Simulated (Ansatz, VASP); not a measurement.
# Cross-check of Tl2PtC2 between VASP and Ansatz, part 2 of 2

Wanted: the spread between two codes on one cell, functional and k mesh. The cell is generated by rule, not measured, and may not be a known phase. Of the first pair: The two relaxations start from unlike cells of this crystal (the structure described is Ansatz's start), so only their ends are compared.

VASP 6.6.1 and Ansatz 0.2.0.

So far: The structure; Ansatz: relaxation of cell and atoms, PBEsol, pair 1; VASP: relaxation of cell and atoms, PBEsol, pair 1; Differences.

## 5. VASP: relaxation of cell and atoms, PBEsol, pair 2

Level of this step: PBEsol; plane waves and PAW (Tl_d, Pt, C); invented cell (VASP).

The relaxed volume is the usual yardstick between codes: in a stiff, nearly cubic crystal its relative difference is about their pressure difference at one cell divided by the bulk modulus. Its start cell is another than that of the pair before, and may be another structure of the material.

INCAR

```
SYSTEM = Tl2PtC2
PREC = Accurate
ENCUT = 600
EDIFF = 1E-07
NELM = 120
ISMEAR = 1
SIGMA = 0.15
LREAL = .FALSE.
ALGO = Normal
GGA = PS
NBANDS = 28
LASPH = .TRUE.
LORBIT = 11
LWAVE = .FALSE.
LCHARG = .FALSE.
ISIF = 3
IBRION = 2
NSW = 80
EDIFFG = -0.005
GGA_COMPAT = .FALSE.
NELMIN = 4
KPAR = 2
```

POSCAR

```
Tl2PtC2
1.0
    4.9068950000     -0.0000030000      0.0000000000
   -2.4534450000      4.2494970000      0.0000000000
    0.0000000000      0.0000000000      5.2096280000
Tl Pt C
2 1 2
Direct
    0.3333334013      0.6666666667      0.7962476399
    0.6666665987      0.3333333333      0.2037523601
    0.0000000000      0.0000000000      0.0000000000
    0.0000000000      0.0000000000      0.6218328833
    0.0000000000      0.0000000000      0.3781671167
```

KPOINTS

```
Automatic mesh
0
Gamma
10 10 6
0 0 0
```

PAW data sets: Tl_d, Pt and C (PBE family, release 64).

Run with:

```console
> mpirun -np 2 vasp_std
```

Numbers of over 12 decimals in the logs are rounded to 6 here.

Output:

```text
[banner, memory and clock lines left out]
running    2 mpi-ranks, on    1 nodes
[...]
[... a notice as in an earlier step ...]

 LDA part: xc-table for (Slater+PW92), standard interpolation
 POSCAR, INCAR and KPOINTS ok, starting setup
[...]
entering main loop
       N       E                     dE             d eps       ncg     rms          rms(c)
DAV:   1     0.261141519482E+03    0.26114E+03   -0.24391E+04  4064   0.162E+03
DAV:   2    -0.190055828099E+02   -0.28015E+03   -0.27140E+03  4540   0.336E+02
DAV:   3    -0.328629649267E+02   -0.13857E+02   -0.13641E+02  4720   0.626E+01
DAV:   4    -0.331507879527E+02   -0.28782E+00   -0.28659E+00  4676   0.927E+00
[...]
DAV:  14    -0.289836630804E+02   -0.30105E-05   -0.10436E-05  4548   0.141E-02    0.349E-03
DAV:  15    -0.289836633419E+02   -0.26154E-06   -0.24225E-06  4460   0.729E-03    0.789E-04
DAV:  16    -0.289836633793E+02   -0.37369E-07   -0.22461E-07  3748   0.225E-03
   1 F= -.28983663E+02 E0= -.28983964E+02  d E =-.289837E+02
[... from here on, the cycles between the ionic steps are left out ...]
   2 F= -.28981090E+02 E0= -.28981393E+02  d E =0.257381E-02
   3 F= -.28983726E+02 E0= -.28984028E+02  d E =-.623104E-04
   4 F= -.28983726E+02 E0= -.28984027E+02  d E =-.622166E-04
   5 F= -.28983735E+02 E0= -.28984037E+02  d E =-.964897E-05
   6 F= -.28983735E+02 E0= -.28984037E+02  d E =-.942235E-05
   7 F= -.28983738E+02 E0= -.28984039E+02  d E =-.318136E-05
   8 F= -.28983739E+02 E0= -.28984040E+02  d E =-.405875E-05
   9 F= -.28983737E+02 E0= -.28984038E+02  d E =0.175234E-05
  10 F= -.28983741E+02 E0= -.28984042E+02  d E =-.155226E-05
[...]
reached required accuracy - stopping structural energy minimisation
```

OUTCAR, selected parts (step 5):

```text
  Total        0.0031564      0.0031564     -0.0012685     -0.0000000     -0.0000000      0.0000000
  in kB        0.0465985      0.0465985     -0.0187262     -0.0000000     -0.0000000      0.0000000
  external PRESSURE =       0.0248236 kB  Pullay stress =       0.0000000 kB

 POSITION                                       TOTAL-FORCE (eV/Angst)
 -----------------------------------------------------------------------------------
      0.00000      2.83151      4.14904         0.000000      0.000000      0.002162
      2.45216      1.41575      1.06111        -0.000000     -0.000000     -0.002162
      0.00000     -0.00000      0.00000        -0.000000      0.000000     -0.000000
      0.00000     -0.00000      3.24042        -0.000000      0.000000     -0.000945
      0.00000     -0.00000      1.96973        -0.000000      0.000000      0.000945
 -----------------------------------------------------------------------------------
    total drift:                                0.000000     -0.000000      0.000000

  FREE ENERGIE OF THE ION-ELECTRON SYSTEM (eV)
  ---------------------------------------------------
  free  energy   TOTEN  =       -28.9837406293 eV

  energy  without entropy=      -28.9846437653  energy(sigma->0) =      -28.98404167

[... 1 part as in an earlier step ...]

[... 3 further parts left out ...]
[key lines of the parts left out:]
E-fermi :   4.8356
```

## 6. Ansatz: relaxation of cell and atoms, PBEsol, pair 2

The same cell, functional, mesh and smearing now go to Ansatz, which takes its cutoff from its data sets.

The cell is taken from a series of runs on this material, whose earlier steps may have relaxed, scaled, displaced or heated it; both programs get it as it stands.

input.yaml

```yaml
crystal:
  lattice:
    - [4.906894991, -3.3938e-06, 0.0]
    - [-2.4534445564, 4.2494974128, 0.0]
    - [0.0, 0.0, 5.2096279842]
  atoms:
    - { symbol: Tl, position: [0.3333333333, 0.6666666667, 0.7962475915] }
    - { symbol: Tl, position: [0.6666666667, 0.3333333333, 0.2037524085] }
    - { symbol: Pt, position: [0.0, 0.0, 0.0] }
    - { symbol: C, position: [0.0, 0.0, 0.6218329513] }
    - { symbol: C, position: [0.0, 0.0, 0.3781670487] }
kpoints:
  mp_grid: { grid: [10, 10, 6] }
hamiltonian:
  xc: pbesol
scf:
  occupations: { method: methfessel_paxton, width: 0.15 }
output:
  forces: true
  stress: true
  eigenvalues: true
relax:
  adjacent_minimum: "off"
  f_tol: 0.001
  max_steps: 60
  cell: { stress_tol: 0.01 }
```

Run with:

```console
> ansatz run input.yaml --threads 8 --pin off --max-ram 14336MiB --backend cpu --events-out ev --progress --plain --runs-dir out
```

Output:

```text
[...]
Crystal: 5 atoms, lattice volume = 108.630 Å³
Basis set: ecut = 420 eV, 2123 PW (Γ), exchange–correlation on 72×72×72 points (8 copies of the dense FFT grid, shifted against one another)
Bands: 32, of which v1, the nominal top of the filled ones, is band 26 counted from 1 (25 counted from 0)
Symmetry: 12 space group operations
[...]
k-points: 72 of 600
[...]
--- Relaxed structure (3 steps of the walk, 3 accepted, 1 SCFs on fresh bases) ---
[...]
cell:  # Å, volume = 108.6260 Å³
    - [4.906847, -3.3937569758740943e-6, 0]
    - [-2.453421, 4.249456, 0]
    - [0, 0, 5.209524]
  atoms:
    - { symbol: Tl, position: [0.333333, 0.666667, 0.796609] }
    - { symbol: Tl, position: [0.666667, 0.333333, 0.203391] }
    - { symbol: Pt, position: [0, 0, 0] }
    - { symbol: C, position: [0, 0, 0.621840] }
    - { symbol: C, position: [0, 0, 0.378160] }
[key lines of the parts left out:]
SCF converged after 6 iterations
Free energy (F): -35466.009536 eV
Fermi energy:    8.917419 eV
P = ⅓ Tr σ = -0.0004 GPa (-0.004 kbar)
```

## 7. Side by side

What differs besides the data sets and the points named for the pairs above, as far as they apply: the data sets hold 52 valence electrons in Ansatz (on its default PAW (the set named soft_2) files) and 44 in VASP. Total energies have different zeros and are not compared.

Both answers:

```
                                         quantity  Ansatz    VASP  difference
                                      volume (Å³)  108.63  108.53     +0.09 %
edge a after relaxation, in the typed setting (Å)   4.907   4.904     +0.05 %
edge c after relaxation, in the typed setting (Å)   5.210   5.210     -0.01 %
```

## 8. VASP: relaxation of cell and atoms, PBEsol, pair 3

The relaxed volume is the usual yardstick between codes: in a stiff, nearly cubic crystal its relative difference is about their pressure difference at one cell divided by the bulk modulus.

INCAR: that of step 5 with these lines changed.

```diff
@@ -5,4 +5,4 @@
 NELM = 120
-ISMEAR = 1
-SIGMA = 0.15
+ISMEAR = 0
+SIGMA = 0.1
 LREAL = .FALSE.
```

POSCAR

```
Tl2PtC2
1.0
    4.9011540000     -0.0000030000      0.0000000000
   -2.4505740000      4.2445250000      0.0000000000
    0.0000000000      0.0000000000      5.2158430000
Tl Pt C
2 1 2
Direct
    0.3333332941      0.6666665881      0.7982661671
    0.6666665881      0.3333331763      0.2017338329
    0.0000000000      0.0000000000      0.0000000000
    0.0000000000      0.0000000000      0.6215507254
    0.0000000000      0.0000000000      0.3784492746
```

KPOINTS

```
Automatic mesh
0
Gamma
9 9 6
0 0 0
```

Run with:

```console
> mpirun -np 2 vasp_std
```

Output:

```text
[... set-up lines as in an earlier step ...]
 entering main loop
       N       E                     dE             d eps       ncg     rms          rms(c)
DAV:   1     0.263876755891E+03    0.26388E+03   -0.24423E+04  3496   0.162E+03
DAV:   2    -0.185878573662E+02   -0.28246E+03   -0.27342E+03  3856   0.337E+02
DAV:   3    -0.328811905994E+02   -0.14293E+02   -0.14064E+02  4124   0.628E+01
DAV:   4    -0.331580491238E+02   -0.27686E+00   -0.27560E+00  3928   0.913E+00
[...]
DAV:  14    -0.289836782505E+02   -0.30374E-05   -0.99357E-06  3868   0.137E-02    0.343E-03
DAV:  15    -0.289836784348E+02   -0.18429E-06   -0.23209E-06  3864   0.712E-03    0.785E-04
DAV:  16    -0.289836784703E+02   -0.35473E-07   -0.23526E-07  3284   0.231E-03
   1 F= -.28983678E+02 E0= -.28982795E+02  d E =-.289837E+02
[... from here on, the cycles between the ionic steps are left out ...]
   2 F= -.28974434E+02 E0= -.28973437E+02  d E =0.924406E-02
   3 F= -.28983982E+02 E0= -.28983080E+02  d E =-.303848E-03
   8 F= -.28984176E+02 E0= -.28983308E+02  d E =-.794010E-04
   9 F= -.28984189E+02 E0= -.28983327E+02  d E =-.128219E-04
  10 F= -.28984197E+02 E0= -.28983343E+02  d E =-.203977E-04
  11 F= -.28984198E+02 E0= -.28983345E+02  d E =-.160676E-05
  12 F= -.28984203E+02 E0= -.28983350E+02  d E =-.620693E-05
  13 F= -.28984212E+02 E0= -.28983361E+02  d E =-.148692E-04
  14 F= -.28984227E+02 E0= -.28983380E+02  d E =-.300551E-04
  15 F= -.28984248E+02 E0= -.28983409E+02  d E =-.516523E-04
  16 F= -.28984257E+02 E0= -.28983432E+02  d E =-.599965E-04
  17 F= -.28984259E+02 E0= -.28983430E+02  d E =-.624441E-04
  18 F= -.28984265E+02 E0= -.28983437E+02  d E =-.583821E-05
  19 F= -.28984273E+02 E0= -.28983448E+02  d E =-.136013E-04
  20 F= -.28984273E+02 E0= -.28983448E+02  d E =-.580767E-06
 trial-energy change:   -0.000001  1 .order   -0.000001   -0.000002    0.000000
 step:   0.1509(harm=  0.1509)  dis= 0.00009  next Energy=   -28.984273 (dE=-0.611E-06)
 reached required accuracy - stopping structural energy minimisation
```

From OUTCAR (step 8):

```text
  Total        0.0071549      0.0071549     -0.0063966      0.0000000     -0.0000000      0.0000000
  in kB        0.1056197      0.1056197     -0.0944263      0.0000000     -0.0000000      0.0000000
  external PRESSURE =       0.0389377 kB  Pullay stress =       0.0000000 kB

 POSITION                                       TOTAL-FORCE (eV/Angst)
 -----------------------------------------------------------------------------------
      0.00000      2.83154      4.14863        -0.000000      0.000000      0.000160
      2.45219      1.41577      1.06174         0.000000     -0.000000     -0.000160
      0.00000      0.00000      0.00000         0.000000     -0.000000      0.000000
      0.00000     -0.00000      3.24049        -0.000000      0.000000     -0.002688
      4.90437     -0.00000      1.96988         0.000000     -0.000000      0.002688
 -----------------------------------------------------------------------------------
    total drift:                                0.000000      0.000599     -0.000000

  FREE ENERGIE OF THE ION-ELECTRON SYSTEM (eV)
  ---------------------------------------------------
  free  energy   TOTEN  =       -28.9842734551 eV

  energy  without entropy=      -28.9826222520  energy(sigma->0) =      -28.98344785

[... 1 part as in an earlier step ...]

[... 3 further parts left out ...]
[key lines of the parts left out:]
E-fermi :   4.8092
```

## 9. Ansatz: relaxation of cell and atoms, PBEsol, pair 3

The same cell, functional, mesh and smearing now go to Ansatz, which takes its cutoff from its data sets.

The cell is taken from a series of runs on this material, whose earlier steps may have relaxed, scaled, displaced or heated it; both programs get it as it stands.

input.yaml

```yaml
crystal:
  lattice:
    - [4.9011535823, -3.3898e-06, 0.0]
    - [-2.4505738555, 4.244525205, 0.0]
    - [0.0, 0.0, 5.2158428852]
  atoms:
    - { symbol: Tl, position: [0.3333333333, 0.6666666667, 0.7982661451] }
    - { symbol: Tl, position: [0.6666666667, 0.3333333333, 0.2017338549] }
    - { symbol: Pt, position: [0.0, 0.0, 0.0] }
    - { symbol: C, position: [0.0, 0.0, 0.6215507173] }
    - { symbol: C, position: [0.0, 0.0, 0.3784492827] }
kpoints:
  mp_grid: { grid: [9, 9, 6] }
hamiltonian:
  xc: pbesol
scf:
  occupations: { method: gaussian, width: 0.1 }
output:
  forces: true
  stress: true
  eigenvalues: true
  write_density: true
  write_potential: true
  elf: true
  volumetric_format: npy
relax:
  adjacent_minimum: "off"
  f_tol: 0.005
  max_steps: 80
  cell: { stress_tol: 0.05 }
```

Run with:

```console
> ansatz run input.yaml --threads 8 --pin off --max-ram 14336MiB --backend cpu --events-out ev --progress --plain --runs-dir out
```

Output:

```text
[...]
Crystal: 5 atoms, lattice volume = 108.506 Å³
Basis set: ecut = 420 eV, 2123 PW (Γ), exchange–correlation on 72×72×72 points (8 copies of the dense FFT grid, shifted against one another)
Bands: 32, of which v1, the nominal top of the filled ones, is band 26 counted from 1 (25 counted from 0)
Symmetry: 12 space group operations
[...]
k-points: 62 of 486
[...]
--- Relaxed structure (4 steps of the walk, 4 accepted, 1 SCFs on fresh bases) ---
[...]
cell:  # Å, volume = 108.6303 Å³
    - [4.906895, -3.3937692641164136e-6, 0]
    - [-2.453445, 4.249497, 0]
    - [0, 0, 5.209628]
  atoms:
    - { symbol: Tl, position: [0.333333, 0.666667, 0.796248] }
    - { symbol: Tl, position: [0.666667, 0.333333, 0.203752] }
    - { symbol: Pt, position: [0, 0, 0] }
    - { symbol: C, position: [0, 0, 0.621833] }
    - { symbol: C, position: [0, 0, 0.378167] }
[key lines of the parts left out:]
SCF converged after 5 iterations
Free energy (F): -35466.010132 eV
Fermi energy:    8.888218 eV
P = ⅓ Tr σ = -0.0041 GPa (-0.041 kbar)
```

## 10. Differences

What differs besides the data sets and the points named for the pairs above, as far as they apply: the data sets hold 52 valence electrons in Ansatz (on its default PAW (the set named soft_2) files) and 44 in VASP. Total energies have different zeros and are not compared.

Compared:

```
                                         quantity  Ansatz    VASP  difference
                                      volume (Å³)  108.63  108.53     +0.09 %
edge a after relaxation, in the typed setting (Å)   4.907   4.904     +0.05 %
edge c after relaxation, in the typed setting (Å)   5.210   5.210     -0.02 %
```

## 11. Results

```
difference in volume (relaxation of cell and atoms, PBEsol, pair 1) : 0.091 %
difference in volume (relaxation of cell and atoms, PBEsol, pair 2) : 0.091 %
difference in volume (relaxation of cell and atoms, PBEsol, pair 3) : 0.089 %
```

The difference in volume is 0.091 % (relaxation of cell and atoms, PBEsol, pair 2), within the 1.2 % picked in this series as the mark of a large difference, as far as the stopping tolerances let one tell. The data sets hold unlike numbers of valence electrons (52 in Ansatz and 44 in VASP), so part of the differences comes from the potentials. Such differences can come from data sets, numerical settings and the points named under the comparisons, not from the functional's error against experiment.

[Lines on the potential files, build, host, timing and source positions are cut from VASP's logs without a mark.]

[Logs are printed without paths, hosts, clocks, repeated set-up lines and the standing remarks that a program may print on its own settings, such as how far it seeks lower states.]

[Hosts, paths, dates, database ids (printed as entryN), source tags and the programs' standing remarks are cut or masked in the printed files.]
